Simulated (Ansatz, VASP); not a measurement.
## Al11Ga7N18 (random wurtzite alloy of AlN and GaN) in two plane-wave programs

One calculation is typed for both programs; each brings its own data sets. How far apart do they land? The structure shown is the start of the Ansatz relaxation below; VASP solves that cell, so the two are compared at the walk's first step.

Main program and level: Ansatz 0.2.0; plane waves, with VASP 6.6.1 beside it; single point at PBEsol.

### Step 1. The starting structure

The cell holds 72 atoms: 22 Al, 36 N and 14 Ga. Its edges and angles: a = 9.426 Å, b = 9.426 Å, c = 10.122 Å, α = 90.0°, β = 90.0°, γ = 120.0°. It derives from AlN (wurtzite), repeated 3×3×2. Wurtzite AlN, 3 x 3 x 2 conventional cells, 14 of 36 Al sites given to Ga at random (x = 0.389), lattice by Vegard's rule (a = 3.142 A, c = 5.061 A); (so at first; earlier steps may have moved the atoms), displaced by a Gaussian of 0.02 A.

Coordinates:

```cif
data_structure
_symmetry_space_group_name_H-M 'P 1'
_symmetry_Int_Tables_number 1
_cell_length_a 9.4257
_cell_length_b 9.4257
_cell_length_c 10.1218
_cell_angle_alpha 90.000
_cell_angle_beta 90.000
_cell_angle_gamma 120.000
_cell_volume 778.78
loop_
_atom_site_label
_atom_site_type_symbol
_atom_site_fract_x
_atom_site_fract_y
_atom_site_fract_z
_atom_site_occupancy
Al1 Al 0.00175 0.00211 0.00107 1
Al2 Al 0.11106 0.22216 0.24811 1
Al3 Al 0.11060 0.22396 0.74722 1
Al4 Al 0.99935 0.33639 0.00045 1
Al5 Al 0.10872 0.55463 0.24849 1
Al6 Al 0.10679 0.55211 0.74992 1
Al7 Al 0.99626 0.66497 0.99733 1
Al8 Al 0.10930 0.88932 0.25382 1
Al9 Al 0.33722 0.00107 0.00056 1
Al10 Al 0.44669 0.22708 0.24817 1
Al11 Al 0.33366 0.99805 0.50206 1
Al12 Al 0.44530 0.22200 0.74903 1
Al13 Al 0.33674 0.33259 0.99940 1
Al14 Al 0.44395 0.55232 0.24908 1
Al15 Al 0.45069 0.55959 0.75189 1
Al16 Al 0.44165 0.88616 0.25007 1
Al17 Al 0.33230 0.66556 0.50026 1
Al18 Al 0.78245 0.22055 0.75353 1
Al19 Al 0.66574 0.33303 0.99824 1
Al20 Al 0.77486 0.55348 0.24914 1
Al21 Al 0.77553 0.55488 0.74886 1
Al22 Al 0.66676 0.66089 0.50288 1
N23 N 0.11098 0.22512 0.06032 1
N24 N 0.99675 0.00158 0.30879 1
N25 N 0.10949 0.22445 0.56035 1
N26 N 0.00300 0.00473 0.80899 1
N27 N 0.10477 0.55227 0.06014 1
N28 N 0.99881 0.33457 0.31069 1
N29 N 0.11027 0.55477 0.56107 1
N30 N 0.99953 0.33497 0.80923 1
N31 N 0.11083 0.88758 0.05823 1
N32 N 0.99678 0.66458 0.30927 1
N33 N 0.11147 0.88868 0.56214 1
N34 N 0.00174 0.67034 0.80706 1
N35 N 0.44715 0.22273 0.05935 1
N36 N 0.33066 0.99882 0.31177 1
N37 N 0.44485 0.21933 0.55804 1
N38 N 0.33176 0.00002 0.81200 1
N39 N 0.44571 0.55827 0.06132 1
N40 N 0.33442 0.33684 0.31290 1
N41 N 0.44981 0.56220 0.55959 1
N42 N 0.33565 0.33571 0.80689 1
N43 N 0.44430 0.88881 0.06487 1
N44 N 0.33176 0.66652 0.30942 1
N45 N 0.44088 0.88823 0.56148 1
N46 N 0.33697 0.66971 0.80917 1
N47 N 0.78070 0.22517 0.05676 1
N48 N 0.66832 0.99814 0.31180 1
N49 N 0.77527 0.22584 0.56254 1
N50 N 0.66853 0.00352 0.81014 1
N51 N 0.77682 0.55571 0.06228 1
N52 N 0.66770 0.33260 0.30866 1
N53 N 0.77951 0.55820 0.56078 1
N54 N 0.66475 0.33155 0.81141 1
N55 N 0.78173 0.89616 0.05971 1
N56 N 0.66815 0.66565 0.30972 1
N57 N 0.78008 0.88808 0.55618 1
N58 N 0.66420 0.66568 0.80999 1
Ga59 Ga 0.00144 0.00160 0.49912 1
Ga60 Ga 0.00176 0.33778 0.49644 1
Ga61 Ga 0.99397 0.66389 0.50259 1
Ga62 Ga 0.11452 0.89011 0.74908 1
Ga63 Ga 0.33649 0.33562 0.50217 1
Ga64 Ga 0.32954 0.66641 0.99885 1
Ga65 Ga 0.44652 0.89164 0.74880 1
Ga66 Ga 0.67042 0.00344 0.00180 1
Ga67 Ga 0.77937 0.22243 0.24833 1
Ga68 Ga 0.66787 0.00381 0.50264 1
Ga69 Ga 0.66502 0.33263 0.49681 1
Ga70 Ga 0.66553 0.66649 0.00159 1
Ga71 Ga 0.77632 0.88645 0.24942 1
Ga72 Ga 0.77718 0.88966 0.74874 1
```

### Step 2. Ansatz: relaxation, PBEsol

Ansatz runs on its PAW soft_1 files.

The two programs are compared at the cell with which this relaxation starts, whose forces are those of its first step.

Input file input.yaml:

```yaml
crystal:
  lattice:
    - [9.4257, 0.0, 0.0]
    - [-4.71285, 8.1629, 0.0]
    - [0.0, 0.0, 10.1218]
  atoms:
    - { symbol: Al, position: [0.00176, 0.00211, 0.00107] }
    - { symbol: "N", position: [0.11097, 0.22511, 0.06032] }
    - { symbol: Al, position: [0.11106, 0.22216, 0.24811] }
    - { symbol: "N", position: [0.99675, 0.00158, 0.30879] }
    - { symbol: Ga, position: [0.00144, 0.00161, 0.49912] }
    - { symbol: "N", position: [0.10949, 0.22446, 0.56035] }
    - { symbol: Al, position: [0.11061, 0.22397, 0.74722] }
    - { symbol: "N", position: [0.003, 0.00473, 0.80899] }
    - { symbol: Al, position: [0.99935, 0.33639, 0.00045] }
    - { symbol: "N", position: [0.10477, 0.55227, 0.06014] }
    - { symbol: Al, position: [0.10872, 0.55463, 0.24849] }
    - { symbol: "N", position: [0.99881, 0.33457, 0.31069] }
    - { symbol: Ga, position: [0.00176, 0.33778, 0.49644] }
    - { symbol: "N", position: [0.11027, 0.55477, 0.56107] }
    - { symbol: Al, position: [0.10679, 0.55211, 0.74992] }
    - { symbol: "N", position: [0.99953, 0.33497, 0.80923] }
    - { symbol: Al, position: [0.99626, 0.66497, 0.99733] }
    - { symbol: "N", position: [0.11083, 0.88758, 0.05823] }
    - { symbol: Al, position: [0.1093, 0.88932, 0.25382] }
    - { symbol: "N", position: [0.99678, 0.66458, 0.30927] }
    - { symbol: Ga, position: [0.99397, 0.6639, 0.50259] }
    - { symbol: "N", position: [0.11147, 0.88868, 0.56214] }
    - { symbol: Ga, position: [0.11452, 0.89011, 0.74908] }
    - { symbol: "N", position: [0.00174, 0.67034, 0.80706] }
    - { symbol: Al, position: [0.33722, 0.00106, 0.00056] }
    - { symbol: "N", position: [0.44715, 0.22273, 0.05935] }
    - { symbol: Al, position: [0.44669, 0.22707, 0.24817] }
    - { symbol: "N", position: [0.33066, 0.99882, 0.31177] }
    - { symbol: Al, position: [0.33366, 0.99805, 0.50206] }
    - { symbol: "N", position: [0.44485, 0.21934, 0.55804] }
    - { symbol: Al, position: [0.4453, 0.22201, 0.74903] }
    - { symbol: "N", position: [0.33176, 2.0e-05, 0.812] }
    - { symbol: Al, position: [0.33674, 0.33259, 0.9994] }
    - { symbol: "N", position: [0.44571, 0.55827, 0.06132] }
    - { symbol: Al, position: [0.44396, 0.55232, 0.24908] }
    - { symbol: "N", position: [0.33442, 0.33684, 0.3129] }
    - { symbol: Ga, position: [0.33648, 0.33561, 0.50217] }
    - { symbol: "N", position: [0.44981, 0.5622, 0.55959] }
    - { symbol: Al, position: [0.45069, 0.55959, 0.75189] }
    - { symbol: "N", position: [0.33565, 0.33571, 0.80689] }
    - { symbol: Ga, position: [0.32954, 0.66641, 0.99885] }
    - { symbol: "N", position: [0.4443, 0.88882, 0.06487] }
    - { symbol: Al, position: [0.44164, 0.88615, 0.25007] }
    - { symbol: "N", position: [0.33176, 0.66652, 0.30942] }
    - { symbol: Al, position: [0.3323, 0.66556, 0.50026] }
    - { symbol: "N", position: [0.44088, 0.88823, 0.56148] }
    - { symbol: Ga, position: [0.44652, 0.89164, 0.7488] }
    - { symbol: "N", position: [0.33697, 0.66971, 0.80917] }
    - { symbol: Ga, position: [0.67042, 0.00344, 0.0018] }
    - { symbol: "N", position: [0.7807, 0.22517, 0.05676] }
    - { symbol: Ga, position: [0.77937, 0.22243, 0.24833] }
    - { symbol: "N", position: [0.66832, 0.99814, 0.3118] }
    - { symbol: Ga, position: [0.66787, 0.00381, 0.50264] }
    - { symbol: "N", position: [0.77527, 0.22584, 0.56254] }
    - { symbol: Al, position: [0.78245, 0.22055, 0.75353] }
    - { symbol: "N", position: [0.66853, 0.00352, 0.81014] }
    - { symbol: Al, position: [0.66573, 0.33303, 0.99824] }
    - { symbol: "N", position: [0.77682, 0.55571, 0.06228] }
    - { symbol: Al, position: [0.77486, 0.55348, 0.24914] }
    - { symbol: "N", position: [0.6677, 0.3326, 0.30866] }
    - { symbol: Ga, position: [0.66503, 0.33263, 0.49681] }
    - { symbol: "N", position: [0.77951, 0.5582, 0.56078] }
    - { symbol: Al, position: [0.77554, 0.55488, 0.74886] }
    - { symbol: "N", position: [0.66475, 0.33155, 0.81141] }
    - { symbol: Ga, position: [0.66553, 0.66649, 0.00159] }
    - { symbol: "N", position: [0.78173, 0.89616, 0.05971] }
    - { symbol: Ga, position: [0.77632, 0.88645, 0.24942] }
    - { symbol: "N", position: [0.66815, 0.66564, 0.30972] }
    - { symbol: Al, position: [0.66676, 0.66089, 0.50288] }
    - { symbol: "N", position: [0.78008, 0.88808, 0.55618] }
    - { symbol: Ga, position: [0.77718, 0.88966, 0.74874] }
    - { symbol: "N", position: [0.6642, 0.66568, 0.80999] }
kpoints:
  mp_grid: { grid: [1, 1, 1] }
hamiltonian:
  xc: pbesol
  pseudopotentials: { kind: paw, azcp: { folder: soft_1 }, xc_functional: pbe }
scf:
  occupations: { method: fixed }
output:
  forces: true
relax:
  f_tol: 0.05
  max_steps: 150
  cell: {}
```

Launch:

```console
$ ansatz run input.yaml --threads 4 --pin off --max-ram 8192MiB --backend cpu --events-out ev --progress --plain --runs-dir out
```

Numbers of over 12 decimals in the logs are rounded to 6 here.

What it wrote:

```text
Engine: ansatz 0.2.0, x86_64-unknown-linux-gnu
Pseudopotentials: kind: paw
Pseudopotential: Al, paw, valence charge 3, recommended cutoff 420 eV (normal), soft_1/Al.paw.azcp
Pseudopotential: N, paw, valence charge 5, recommended cutoff 420 eV (normal), soft_1/N.paw.azcp
Pseudopotential: Ga, paw, valence charge 13, recommended cutoff 420 eV (normal), soft_1/Ga.paw.azcp
Functional definition: PBEsol
  exchange = pbesol_x
  correlation = pbesol_c
Crystal: 72 atoms, lattice volume = 778.782 Å³
Basis set: ecut = 420 eV, 15249 PW (Γ), exchange–correlation on 128×128×144 points (8 copies of the dense FFT grid, shifted against one another)
Bands: 286, of which v1, the nominal top of the filled ones, is band 214 counted from 1 (213 counted from 0)
Symmetry: 1 space group operations
Space group: P1 (ITA 1), of the structure as read, at distance tolerance 9.2e-5 Å
k-points: 1
Non-local potential: Al, projectors of the file, l = 0: 2, l = 1: 2, l = 2: 1
Non-local potential: N, projectors of the file, l = 0: 2, l = 1: 2, l = 2: 1
Non-local potential: Ga, projectors of the file, l = 0: 2, l = 1: 2, l = 2: 3, l = 3: 1
PAW form: soft (Blöchl's): semilocal exchange-correlation on the pseudo side does not see the compensation charge
PAW frozen core: Al, regenerated for the run's functional, and the local potential with it (the file was generated under x = pbe(κ = 0.804, μ = 0.219515), c = pbe(β = 0.066725))
PAW frozen core: N, regenerated for the run's functional, and the local potential with it (the file was generated under x = pbe(κ = 0.804, μ = 0.219515), c = pbe(β = 0.066725))
PAW frozen core: Ga, regenerated for the run's functional, and the local potential with it (the file was generated under x = pbe(κ = 0.804, μ = 0.219515), c = pbe(β = 0.066725))
PAW one-centre angular grid: Al, 110 points (default); XC on 64 Gauss nodes
PAW one-centre angular grid: N, 110 points (default); XC on 64 Gauss nodes
PAW one-centre angular grid: Ga, 590 points (default); XC on 64 Gauss nodes
Initial density: superposition of atomic densities (chi_scale 0.1, normalization cell, long waves kept (reshape's long-wave potential 0.49 eV rms))
Initial wavefunctions: pseudopotential atomic-orbital guess
Functional: x = pbesol(κ = 0.804, μ = 0.123457), c = pbesol(β = 0.046)
SCF iter   1: F=—  HF=-77684.873342 eV  |F-HF|=—  |Δ(HF+E_count)|=         —  Δρ=1.24e-1  dr2=1.26e2  ethr=3.10e-3  ⟨swp⟩=4.0  Hψ=834  notcnv=0  defer=69
preconditioner: auto → Resta (q_TF=auto, 2.469 Å⁻¹)  ε∞=3.9  [insulator: Δε(μ)=4.051 eV  Ē_g=16.270 eV  n_scr=210 (ndim 8)  ℏωp=27.5 eV  f_vac=0.000  ε∞_Penn≈3.9]
SCF iter   2: F=—  HF=-77648.952962 eV  |F-HF|=—  |Δ(HF+E_count)|=    3.59e1  Δρ=4.76e-2  dr2=1.17e1  ethr=3.10e-3  ⟨swp⟩=3.0  Hψ=525  notcnv=0  defer=63
SCF iter   3: F=—  HF=-77645.775379 eV  |F-HF|=—  |Δ(HF+E_count)|=    3.18e0  Δρ=2.08e-2  dr2=2.50e0  ethr=2.73e-3  ⟨swp⟩=2.0  Hψ=226  notcnv=0  defer=62
automatic band count: iteration 3 solves 278 bands in place of 286: the levels show a gap, and the empty bands left out lie too high to hold charge; the band table lists the bands solved (type scf.n_extra_bands for more)
SCF iter   4: F=—  HF=-77645.180188 eV  |F-HF|=—  |Δ(HF+E_count)|=   5.95e-1  Δρ=2.87e-3  dr2=4.77e-2  ethr=5.84e-4  ⟨swp⟩=4.0  Hψ=506  notcnv=0  defer=62
SCF iter   5: F=—  HF=-77645.209898 eV  |F-HF|=—  |Δ(HF+E_count)|=   2.97e-2  Δρ=2.08e-3  dr2=2.64e-2  ethr=1.11e-5  ⟨swp⟩=3.0  Hψ=439  notcnv=0  defer=62
SCF iter   6: F=—  HF=-77645.200544 eV  |F-HF|=—  |Δ(HF+E_count)|=   9.35e-3  Δρ=3.34e-4  dr2=9.65e-4  ethr=6.16e-6  ⟨swp⟩=2.0  Hψ=436  notcnv=0  defer=62
SCF iter   7: F=—  HF=-77645.200682 eV  |F-HF|=—  |Δ(HF+E_count)|=   1.38e-4  Δρ=1.21e-4  dr2=1.10e-4  ethr=2.26e-7  ⟨swp⟩=2.0  Hψ=435  notcnv=0  defer=62
SCF iter   8: F=—  HF=-77645.200728 eV  |F-HF|=—  |Δ(HF+E_count)|=   4.59e-5  Δρ=7.73e-5  dr2=4.26e-5  ethr=2.57e-8  ⟨swp⟩=2.0  Hψ=436  notcnv=0  defer=60
SCF iter   9: F=—  HF=-77645.200852 eV  |F-HF|=—  |Δ(HF+E_count)|=   1.24e-4  Δρ=2.09e-5  dr2=3.29e-6  ethr=9.96e-9  ⟨swp⟩=2.0  Hψ=480  notcnv=0  defer=60
SCF iter  10: F=—  HF=-77645.200853 eV  |F-HF|=—  |Δ(HF+E_count)|=   1.09e-6  Δρ=8.35e-6  dr2=5.43e-7  ethr=7.68e-10  ⟨swp⟩=2.0  Hψ=433  notcnv=0  defer=60
SCF iter  11: F=-77645.200853 eV  HF=-77645.200853 eV  |F-HF|=3.16e-9  |Δ(HF+E_count)|=   5.03e-8  Δρ=2.40e-6  dr2=3.10e-8  ethr=2.34e-11  ⟨swp⟩=4.0  Hψ=790  notcnv=0
SCF 1 converged in 11 iterations: F = -77645.200853 eV  dr2 = 3.10e-8
  greatest PAW one-centre occupation: 0.996 electrons in one spin orbital (limit 2), on the Ga atom at site 22 (counted from 0), in its partial waves of l = 2
[...]
atom  32  N      0.00038849     0.00098045     0.00391866
  atom  33  Al    -0.00116790     0.00267691    -0.00207054
  atom  34  N     -0.00036099    -0.00263368     0.00118100
  atom  35  Al     0.00263754     0.00450239     0.00021194
  atom  36  N     -0.00033339    -0.00132875    -0.00326292
  atom  37  Ga    -0.00003130    -0.00005158     0.00225930
  atom  38  N     -0.00142573    -0.00138791    -0.00087880
  atom  39  Al    -0.00018212     0.00229383    -0.00169172
  atom  40  N     -0.00031128     0.00097365     0.00395935
  atom  41  Ga     0.00018310     0.00075670    -0.00231197
  atom  42  N     -0.00217084    -0.00022972     0.00127742
  atom  43  Al     0.00495908     0.00335946     0.00150851
  atom  44  N     -0.00148663    -0.00336754    -0.00304495
  atom  45  Al    -0.00153148     0.00105649     0.00409821
  atom  46  N     -0.00145947    -0.00058062    -0.00092520
  atom  47  Ga     0.00035794     0.00178624    -0.00117240
  atom  48  N     -0.00040499    -0.00174096     0.00207511
  atom  49  Ga     0.00132011    -0.00259378    -0.00277043
  atom  50  N     -0.00070652     0.00201989    -0.00048951
  atom  51  Ga    -0.00033116    -0.00462023     0.00161210
  atom  52  N     -0.00054352     0.00233646    -0.00044298
  atom  53  Ga     0.00170239    -0.00139005     0.00018475
  atom  54  N     -0.00036715     0.00295532     0.00019317
  atom  55  Al    -0.00125419    -0.00423629    -0.00172761
[...]
atom  65  Ga     0.00041714     0.00126154    -0.00294170
  atom  66  N      0.00050981    -0.00066673     0.00087396
  atom  67  Ga    -0.00258065     0.00046188     0.00074461
  atom  68  N     -0.00051733    -0.00272098    -0.00232798
  atom  69  Al     0.00215885     0.00257690     0.00174476
  atom  70  N     -0.00005379    -0.00081997    -0.00056240
  atom  71  Ga    -0.00001794     0.00168482    -0.00164111
  atom  72  N      0.00044713    -0.00197619     0.00219859
  max |Σ_I F_I| component: 9.62e-6 eV/Å
--- Stress (GPa, compression-positive) ---
       -0.002591      -0.001443      -0.000410
       -0.001442      -0.008772      -0.002519
       -0.000410      -0.002531      -0.030443
  P = ⅓ Tr σ = -0.0139 GPa (-0.139 kbar)
--- Relaxed structure (4 steps of the walk, 4 accepted, 1 SCFs on fresh bases) ---
  F+E_penalty+E_count = -77646.50332727 eV   max|allowed force component| = 5.260e-3 eV/Å   (the final SCF, on the basis selected at the relaxed cell)
  cell:  # Å, volume = 779.0208 Å³
    - [9.445214, -0.000223645, -7.192260323334615e-5]
    - [-4.722801, 8.178360, -0.000454404]
    - [-7.723417946754968e-5, -0.000608042, 10.085025]
  atoms:
    - { symbol: Al, position: [0.00235788, 0.00152159, 0.00168851] }
    - { symbol: N, position: [0.111605, 0.223555, 0.058026] }
    - { symbol: Al, position: [0.112808, 0.224018, 0.247363] }
    - { symbol: N, position: [1.005886, 0.00387009, 0.304550] }
    - { symbol: Ga, position: [0.00186742, 0.00177259, 0.498374] }
    - { symbol: N, position: [0.111701, 0.222918, 0.566534] }
    - { symbol: Al, position: [0.112384, 0.224544, 0.754579] }
    - { symbol: N, position: [0.00257911, 0.00506746, 0.813849] }
    - { symbol: Al, position: [1.001310, 0.334765, -0.000298464] }
    - { symbol: N, position: [0.106499, 0.553462, 0.061218] }
    - { symbol: Al, position: [0.112284, 0.556765, 0.249637] }
    - { symbol: N, position: [1.005134, 0.336026, 0.306666] }
    - { symbol: Ga, position: [0.00142777, 0.334732, 0.500863] }
    - { symbol: N, position: [0.115915, 0.559020, 0.563270] }
    - { symbol: Al, position: [0.110065, 0.554971, 0.752052] }
    - { symbol: N, position: [1.000710, 0.334673, 0.810611] }
    - { symbol: Al, position: [0.999919, 0.666902, 1.002236] }
    - { symbol: N, position: [0.111236, 0.889107, 0.059403] }
    - { symbol: Al, position: [0.112618, 0.889657, 0.248760] }
    - { symbol: N, position: [1.000060, 0.667200, 0.303904] }
    - { symbol: Ga, position: [1.000390, 0.667127, 0.498769] }
    - { symbol: N, position: [0.116229, 0.891760, 0.558335] }
    - { symbol: Ga, position: [0.111743, 0.889403, 0.751916] }
    - { symbol: N, position: [-0.00225078, 0.662489, 0.812728] }
    - { symbol: Al, position: [0.332957, 0.00119127, 0.00292749] }
    - { symbol: N, position: [0.444731, 0.223214, 0.059222] }
    - { symbol: Al, position: [0.443540, 0.222393, 0.248801] }
    - { symbol: N, position: [0.333202, 1.001484, 0.308738] }
    - { symbol: Al, position: [0.333741, 1.001410, 0.498551] }
    - { symbol: N, position: [0.441583, 0.217492, 0.564345] }
    - { symbol: Al, position: [0.444892, 0.223852, 0.753517] }
    - { symbol: N, position: [0.336201, 0.0052003, 0.815127] }
    - { symbol: Al, position: [0.333391, 0.333247, 1.001166] }
    - { symbol: N, position: [0.442097, 0.551399, 0.063879] }
    - { symbol: Al, position: [0.443867, 0.555599, 0.252148] }
    - { symbol: N, position: [0.332866, 0.332949, 0.305198] }
    - { symbol: Ga, position: [0.333735, 0.333755, 0.500122] }
    - { symbol: N, position: [0.446425, 0.560563, 0.560182] }
    - { symbol: Al, position: [0.443407, 0.554231, 0.749596] }
    - { symbol: N, position: [0.334353, 0.334919, 0.811172] }
    - { symbol: Ga, position: [0.332245, 0.666294, 1.000598] }
    - { symbol: N, position: [0.441551, 0.890993, 0.063771] }
    - { symbol: Al, position: [0.441876, 0.888122, 0.252031] }
    - { symbol: N, position: [0.332695, 0.666496, 0.310003] }
    - { symbol: Al, position: [0.333149, 0.666701, 0.499907] }
    - { symbol: N, position: [0.438859, 0.887097, 0.554335] }
    - { symbol: Ga, position: [0.442778, 0.889337, 0.748091] }
    - { symbol: N, position: [0.331476, 0.662678, 0.806904] }
    - { symbol: Ga, position: [0.665579, 0.000690297, -0.000946729] }
[...]
- { symbol: Ga, position: [0.778513, 0.224580, 0.247078] }
[...]
- { symbol: Ga, position: [0.666159, 0.000900782, 0.499344] }
[...]
- { symbol: Al, position: [0.779233, 0.225638, 0.753224] }
[...]
- { symbol: Al, position: [0.665919, 0.334509, 0.999820] }
    - { symbol: N, position: [0.779787, 0.553407, 0.061114] }
    - { symbol: Al, position: [0.777437, 0.556072, 0.249595] }
    - { symbol: N, position: [0.663825, 0.335920, 0.306889] }
    - { symbol: Ga, position: [0.665678, 0.333975, 0.500903] }
    - { symbol: N, position: [0.776396, 0.558745, 0.563334] }
    - { symbol: Al, position: [0.777952, 0.554763, 0.751931] }
    - { symbol: N, position: [0.666429, 0.334413, 0.810365] }
    - { symbol: Ga, position: [0.666077, 0.664836, -0.00077059] }
    - { symbol: N, position: [0.781849, 0.890842, 0.056845] }
    - { symbol: Ga, position: [0.777558, 0.887562, 0.249386] }
    - { symbol: N, position: [0.664291, 0.661633, 0.311697] }
    - { symbol: Al, position: [0.665780, 0.665696, 0.500692] }
    - { symbol: N, position: [0.776530, 0.885225, 0.556008] }
    - { symbol: Ga, position: [0.778955, 0.889365, 0.749173] }
    - { symbol: N, position: [0.663771, 0.661960, 0.806051] }
```

(Continued in part 2 of 2.)

[Lines on the potential files, build, host, timing and source positions are cut from VASP's logs without a mark.]

[Logs are printed without paths, hosts, clocks, repeated set-up lines and the standing remarks that a program may print on its own settings, such as how far it seeks lower states.]

[Hosts, paths, dates, database ids (printed as entryN), source tags and the programs' standing remarks are cut or masked in the printed files.]
